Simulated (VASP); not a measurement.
Output of a VASP run:

File OSZICAR:
```
...
DAV:   7    -0.239220548813E+01    0.37554E-06   -0.24173E-06  2272   0.213E-02
   2 F= -.23922055E+01 E0= -.23922826E+01  d E =-.330432E-02
       N       E                     dE             d eps       ncg     rms          rms(c)
DAV:   1    -0.239738206836E+01   -0.51762E-02   -0.10639E-01  3176   0.424E+00    0.497E-01
DAV:   2    -0.239279552635E+01    0.45865E-02   -0.12597E-02  3224   0.158E+00    0.156E-01
DAV:   3    -0.239245105730E+01    0.34447E-03   -0.62559E-04  3672   0.293E-01    0.121E-01
DAV:   4    -0.239237378272E+01    0.77275E-04   -0.10151E-04  3264   0.915E-02    0.108E-02
DAV:   5    -0.239237429744E+01   -0.51472E-06   -0.60326E-06  3520   0.312E-02
   3 F= -.23923743E+01 E0= -.23924179E+01  d E =-.347313E-02
       N       E                     dE             d eps       ncg     rms          rms(c)
DAV:   1    -0.239241437786E+01   -0.40595E-04   -0.87710E-04  3208   0.386E-01    0.445E-02
DAV:   2    -0.239237640026E+01    0.37978E-04   -0.10054E-04  3248   0.141E-01    0.148E-02
DAV:   3    -0.239237380997E+01    0.25903E-05   -0.50553E-06  3240   0.264E-02    0.115E-02
DAV:   4    -0.239237393913E+01   -0.12917E-06   -0.90113E-07  2288   0.863E-03
   4 F= -.23923739E+01 E0= -.23924141E+01  d E =-.347277E-02
       N       E                     dE             d eps       ncg     rms          rms(c)
DAV:   1    -0.239587001240E+01   -0.34962E-02   -0.11915E-01  3272   0.335E+00    0.308E-01
DAV:   2    -0.239357218010E+01    0.22978E-02   -0.32616E-03  3376   0.810E-01    0.147E-01
DAV:   3    -0.239290926123E+01    0.66292E-03   -0.69731E-04  3408   0.269E-01    0.748E-02
DAV:   4    -0.239280975328E+01    0.99508E-04   -0.19987E-04  3480   0.143E-01    0.229E-02
DAV:   5    -0.239281024467E+01   -0.49138E-06   -0.16395E-05  3632   0.500E-02    0.100E-02
DAV:   6    -0.239281012902E+01    0.11565E-06   -0.11031E-06  1672   0.141E-02
   5 F= -.23928101E+01 E0= -.23929340E+01  d E =-.436190E-03
       N       E                     dE             d eps       ncg     rms          rms(c)
DAV:   1    -0.239854749148E+01   -0.57372E-02   -0.20642E-01  3256   0.441E+00    0.404E-01
DAV:   2    -0.239456244643E+01    0.39850E-02   -0.56390E-03  3400   0.107E+00    0.194E-01
DAV:   3    -0.239340750642E+01    0.11549E-02   -0.12084E-03  3384   0.357E-01    0.989E-02
DAV:   4    -0.239323364924E+01    0.17386E-03   -0.34936E-04  3504   0.189E-01    0.304E-02
DAV:   5    -0.239323446014E+01   -0.81090E-06   -0.28419E-05  3624   0.661E-02    0.133E-02
DAV:   6    -0.239323418693E+01    0.27320E-06   -0.20589E-06  1728   0.193E-02
   6 F= -.23932342E+01 E0= -.23933882E+01  d E =-.860248E-03
       N       E                     dE             d eps       ncg     rms          rms(c)
DAV:   1    -0.241481434733E+01   -0.21580E-01   -0.83142E-01  3224   0.886E+00    0.809E-01
DAV:   2    -0.239897466276E+01    0.15840E-01   -0.22495E-02  3424   0.213E+00    0.389E-01
DAV:   3    -0.239433550183E+01    0.46392E-02   -0.47827E-03  3360   0.722E-01    0.198E-01
DAV:   4    -0.239362952921E+01    0.70597E-03   -0.14130E-03  3504   0.383E-01    0.599E-02
DAV:   5    -0.239363332412E+01   -0.37949E-05   -0.11250E-04  3560   0.132E-01    0.264E-02
DAV:   6    -0.239363204063E+01    0.12835E-05   -0.79673E-06  3344   0.377E-02    0.709E-03
DAV:   7    -0.239363202181E+01    0.18825E-07   -0.51295E-07  1600   0.887E-03
   7 F= -.23936320E+01 E0= -.23937314E+01  d E =-.125808E-02
```

File OUTCAR:
```
------------------------ aborting loop because EDIFF is reached ----------------------------------------
  FORCE on cell =-STRESS in cart. coord.  units (eV):
  Direction    XX          YY          ZZ          XY          YZ          ZX
  --------------------------------------------------------------------------------------
  Total        0.0166392      0.0166392     -0.0082474      0.0000000      0.0000000     -0.0000000
  in kB        0.6379875      0.6379876     -0.3162255      0.0000000      0.0000000     -0.0000000
  external PRESSURE =       0.3199166 kB  Pullay stress =       0.0000000 kB
  volume of cell :       41.79
      direct lattice vectors                 reciprocal lattice vectors
     1.495958019 -2.591075596  0.000000000     0.334233978 -0.192970055 -0.000000000
     1.495958019  2.591075596  0.000000000     0.334233978  0.192970055 -0.000000000
     0.000000000  0.000000000  5.390163839    -0.000000000  0.000000000  0.185523118
 POSITION                                       TOTAL-FORCE (eV/Angst)
 -----------------------------------------------------------------------------------
      1.49596      0.86369      1.34754         0.000000      0.000000      0.000000
      1.49596     -0.86369      4.04262        -0.000000     -0.000000      0.000000
 -----------------------------------------------------------------------------------
    total drift:                                0.000014      0.000191      0.000002
  FREE ENERGIE OF THE ION-ELECTRON SYSTEM (eV)
  ---------------------------------------------------
  free  energy   TOTEN  =        -2.3936320218 eV

  energy  without entropy=       -2.3939300785  energy(sigma->0) =       -2.39373137

 reached required accuracy - stopping structural energy minimisation
```
(Selected blocks of OUTCAR.)

**POSCAR**
```
Cd
1
    1.4777234077    -2.5594923109     0.0000000000
    1.4777234077     2.5594923109     0.0000000000
    0.0000000000     0.0000000000     5.4695750447
Cd
2
Direct
  0.3333330000   0.6666670000   0.2500000000
  0.6666670000   0.3333330000   0.7500000000
```

### Question
Write an INCAR and KPOINTS that could have produced this output.

### Answer
One answer among several that fit: the input of the run itself, PBEsol GGA, plane waves, VASP's PBE PAW potentials (set 64).

### KPOINTS
```
Regular mesh
0
gamma
14 14 7
```

INCAR:
```
# general
SYSTEM =Cd
PREC   =Accurate
ENCUT  =500
LREAL  =.FALSE.
LASPH  =.TRUE.

# electronic loop
EDIFF  =1E-6
NELM   =100
ALGO   =Normal
LMAXMIX=4

# smearing
ISMEAR =1
SIGMA  =0.1

# functional
GGA    =PS

# ions
IBRION =2
NSW    =40
ISIF   =3
EDIFFG =-0.02

# output
LWAVE  =.FALSE.
LCHARG =.FALSE.
```

POTCAR, in this order: Cd (PBE.64 set). Program: vasp_std.

The compound is Cd in the hcp structure. This run relaxes it. Symmetry was kept, so distortions that lower it aren't found.
